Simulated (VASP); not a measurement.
Input:

```xyz
16
Lattice="3.8084 0.0000 0.0000 -1.9042 3.2982 0.0000 0.0000 0.0000 24.8910" Properties=species:S:1:pos:R:3 pbc="T T T"
Zn     0.0000     2.1988    18.6660
Zn     1.9042     1.0994     6.2205
Zn     0.0000     2.1988     3.1061
Zn     1.9042     1.0994    15.5516
Zn     0.0000     0.0000     0.0010
Zn     0.0000     0.0000    12.4465
Zn     1.9042     1.0994    21.7876
Zn     0.0000     2.1988     9.3421
S      0.0000     0.0000    14.7780
S      0.0000     0.0000     2.3325
S      1.9042     1.0994    24.1191
S      0.0000     2.1988    11.6736
S      0.0000     2.1988     5.4387
S      1.9042     1.0994    17.8842
S      1.9042     1.0994     8.5607
S      0.0000     2.1988    21.0062
```

These are PBE GGA, VASP's PBE PAW potentials (set 64) (plane waves; VASP) values and carry that method's errors. Settings: LREAL = Auto, 300 eV cut-off, 5×5×1 Γ-centred mesh shifted by (0.5, 0.5, 0.5), Gaussian smearing of 0.010 eV, potentials Zn S.

Problem. Give the energies of bands 61 to 74 at the high-symmetry points, in eV from the valence-band maximum.

Solution. 
```csv
band,Γ,M,K,A,L,H
61,-0.77,-2.26,-2.94,-0.64,-2.21,-2.99
62,-0.48,-2.09,-2.94,-0.64,-2.21,-2.99
63,-0.48,-2.07,-2.76,-0.38,-1.88,-2.63
64,-0.47,-2.02,-2.50,-0.38,-1.88,-2.63
65,-0.47,-1.64,-2.07,-0.30,-1.82,-1.99
66,-0.16,-1.63,-2.07,-0.30,-1.82,-1.99
67,-0.16,-1.62,-1.78,-0.30,-1.36,-1.78
68,-0.14,-1.29,-1.67,-0.30,-1.36,-1.78
69,-0.14,-1.13,-1.67,-0.04,-1.14,-1.70
70,-0.02,-1.11,-1.63,-0.04,-1.14,-1.70
71,0.00,-1.03,-1.54,-0.04,-0.95,-1.49
72,0.00,-0.89,-1.54,-0.04,-0.95,-1.49
73,2.17,3.33,4.39,2.46,3.45,4.45
74,2.96,3.36,4.62,2.46,3.45,4.45
```

The gap is direct, 2.17 eV, from the valence maximum at Γ to the conduction minimum at Γ.

The structure comes from a computed database's ZnS entry; how it stands against other phases isn't given here. The cell was not relaxed at this level.
